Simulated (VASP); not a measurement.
All values below come from vdW-DF-cx, VASP's PBE PAW potentials (set 64) (plane waves; VASP).

The input files of a VASP run:

POSCAR:
```
MgH2
1
    4.4981683502     0.0000000000     0.0000000000
   -0.0000000000     4.4981683502     0.0000000000
    0.0000000000     0.0000000000     3.0178785090
Mg H
2 4
Direct
  1.0000000000   0.0000000000   0.0000000000
  0.5000000000   0.5000000000   0.5000000000
  0.3041230446   0.3041230446   0.0000000000
  0.8041230446   0.1958769554   0.5000000000
  0.1958769554   0.8041230446   0.5000000000
  0.6958769554   0.6958769554   0.0000000000
```

### INCAR
```
SYSTEM  =  MgH2
PREC  =  Accurate; ENCUT  =  520; LREAL  =  F
LASPH  =  T; ICHARG  =  11
EDIFF  =  1E-7; NELM  =  100; ALGO  =  Normal
ISMEAR  =  0; SIGMA  =  0.05
GGA  =  CX; LUSE_VDW  =  T; AGGAC  =  0.0
LWAVE  =  F; LCHARG  =  F; LORBIT  =  11
```

KPOINTS:
```
k-points along high-symmetry lines
10
Line-mode
Reciprocal
  0.000000   0.000000   0.000000 ! GAMMA
  0.000000   0.500000   0.000000 ! X

  0.000000   0.500000   0.000000 ! X
  0.500000   0.500000   0.000000 ! M

  0.500000   0.500000   0.000000 ! M
  0.000000   0.000000   0.000000 ! GAMMA

  0.000000   0.000000   0.000000 ! GAMMA
  0.000000   0.000000   0.500000 ! Z

  0.000000   0.000000   0.500000 ! Z
  0.000000   0.500000   0.500000 ! R

  0.000000   0.500000   0.500000 ! R
  0.500000   0.500000   0.500000 ! A

  0.500000   0.500000   0.500000 ! A
  0.000000   0.000000   0.500000 ! Z

  0.000000   0.500000   0.000000 ! X
  0.000000   0.500000   0.500000 ! R

  0.500000   0.500000   0.000000 ! M
  0.500000   0.500000   0.500000 ! A
```

POTCAR, in this order: Mg H (PBE.64 set). Program: vasp_std. Read from the step before: CHGCAR.

Output of the run:

OSZICAR:
```
       N       E                     dE             d eps       ncg     rms          rms(c)
DAV:   1     0.417023568759E+01    0.41702E+01   -0.31472E+03  1440   0.754E+02
DAV:   2    -0.142959092619E+02   -0.18466E+02   -0.17441E+02  2040   0.758E+01
DAV:   3    -0.147944250006E+02   -0.49852E+00   -0.49852E+00  1952   0.182E+01
DAV:   4    -0.147953690516E+02   -0.94405E-03   -0.94405E-03  1888   0.756E-01
DAV:   5    -0.147953756030E+02   -0.65515E-05   -0.65515E-05  1920   0.503E-02
DAV:   6    -0.147953757099E+02   -0.10686E-06   -0.10686E-06  1848   0.532E-03
DAV:   7    -0.147953757119E+02   -0.19790E-08   -0.19790E-08  1904   0.683E-04
   1 F= -.14795376E+02 E0= -.14795376E+02  d E =-.123240E-13
```

File OUTCAR:
```
 val. band max:       -0.5520391975   @ k =   0.1667   0.1667   0.0000

 cond. band min:       3.2177865669   @ k =   0.3889   0.3889   0.5000



 k-point     1 :       0.0000    0.0000    0.0000
  band No.  band energies     occupation
      1      -6.9959      2.00000
      2      -2.0132      2.00000
      3      -2.0132      2.00000
      4      -0.9494      2.00000
      5       4.1366      0.00000
      6       4.5783      0.00000
      7       8.6932      0.00000
      8       8.6932      0.00000

 k-point     2 :       0.0000    0.0556    0.0000
  band No.  band energies     occupation
      1      -6.9754      2.00000
      2      -2.1514      2.00000
      3      -1.9994      2.00000
      4      -0.8759      2.00000
      5       4.1947      0.00000
      6       4.5867      0.00000
      7       8.4697      0.00000
      8       8.7506      0.00000

 k-point     3 :       0.0000    0.1111    0.0000
  band No.  band energies     occupation
      1      -6.9137      2.00000
      2      -2.4767      2.00000
      3      -1.9580      2.00000
      4      -0.7391      2.00000
      5       4.2788      0.00000
      6       4.7066      0.00000
      7       7.9950      0.00000
      8       8.9122      0.00000

 k-point     4 :       0.0000    0.1667    0.0000
  band No.  band energies     occupation
      1      -6.8111      2.00000
      2      -2.8834      2.00000
      3      -1.8900      2.00000
      4      -0.6303      2.00000
      5       4.2675      0.00000
      6       5.0681      0.00000
      7       7.4597      0.00000
      8       9.1522      0.00000

 k-point     5 :       0.0000    0.2222    0.0000
  band No.  band energies     occupation
      1      -6.6681      2.00000
      2      -3.3214      2.00000
      3      -1.7967      2.00000
      4      -0.5799      2.00000
      5       4.2322      0.00000
      6       5.6057      0.00000
      7       6.9281      0.00000
      8       9.4436      0.00000
...
```

The density is held fixed in this step, so its total energy and stress have no physical meaning.

The compound is MgH2 in the rutile structure. It was relaxed first.
